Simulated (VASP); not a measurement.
VASP runs on YbSe (a trial cell in the litharge structure, space group P4/nmm) share one base input (PBE GGA, plane waves, VASP's PBE PAW potentials (set 64)) and change the settings named in each case.

**POSCAR**
```
YbSe
1
    4.7230640000     0.0000000000     0.0000000000
    0.0000000000     4.7230640000     0.0000000000
    0.0000000000     0.0000000000     5.9514540000
Yb Se
2 2
Direct
  0.5000000000   0.0000000000   0.2368000000
  0.0000000000   0.5000000000   0.7632000000
  0.0000000000   0.0000000000   0.0000000000
  0.5000000000   0.5000000000   0.0000000000
```

KPOINTS:
```
Automatic mesh
0
G
4 4 4
```

INCAR:
```
ALGO = Normal
EDIFF = 1E-6
ENCUT = 400
GGA = PE
ISIF = 2
ISMEAR = 0
LASPH = .True.
LCHARG = .False.
LMAXMIX = 6
LREAL = .False.
LWAVE = .False.
NELM = 100
PREC = Accurate
SIGMA = 0.05
SYSTEM = YbSe
```

POTCAR, in this order: Yb_2 Se (PBE.64 set). Program: vasp_std.

```json
[
 {"change": "base run", "E(σ→0) (eV/atom)": "-3.5691", "pressure (GPa)": "4.92", "largest force (eV/Å)": "0.450", "−TS (eV)": "-0.0096"},
 {"change": "GGA = PS", "E(σ→0) (eV/atom)": "-3.9258", "pressure (GPa)": "2.84", "largest force (eV/Å)": "0.715", "−TS (eV)": "-0.0096"},
 {"change": "IVDW = 13", "E(σ→0) (eV/atom)": "-3.8206", "pressure (GPa)": "3.76", "largest force (eV/Å)": "0.433", "−TS (eV)": "-0.0096"},
 {"change": "AGGAC = 0.0, GGA = BO, LUSE_VDW = .TRUE., PARAM1 = 0.1833333333, PARAM2 = 0.22", "E(σ→0) (eV/atom)": "-1.5211", "pressure (GPa)": "4.61", "largest force (eV/Å)": "0.307", "−TS (eV)": "-0.0091"},
 {"change": "GGA = RP", "E(σ→0) (eV/atom)": "-3.2505", "pressure (GPa)": "6.45", "largest force (eV/Å)": "0.350", "−TS (eV)": "-0.0090"},
 {"change": "GGA removed, LMIXTAU = .TRUE., METAGGA = TPSS", "E(σ→0) (eV/atom)": "-8.7531", "pressure (GPa)": "5.04", "largest force (eV/Å)": "0.473", "−TS (eV)": "-0.0104"},
 {"change": "IVDW = 11", "E(σ→0) (eV/atom)": "-3.8084", "pressure (GPa)": "?", "largest force (eV/Å)": "?", "−TS (eV)": "-0.0096"}
]
```

**Question.** What belongs in the gaps?

**Answer.** 
- IVDW = 11, pressure (GPa): 4.02
- IVDW = 11, largest force (eV/Å): 0.392

Energies of different potentials or functionals have different zeros. The 4f electrons are frozen in the core of the lanthanide potential, so 4f levels, which can set the real gap, and their magnetism are missing.

Left out are runs that ran out of time, are held back, or changed the cell or the kind of run, fixed moments of cells without a moment, rows past the twelfth, gaps on odd meshes, pressures of charged cells and columns that move by less than the noise.

The structure was generated: YbSe was put into the litharge type (P4/nmm), which need not be its known phase. The cell was not relaxed at this level, forces remain on its atoms.
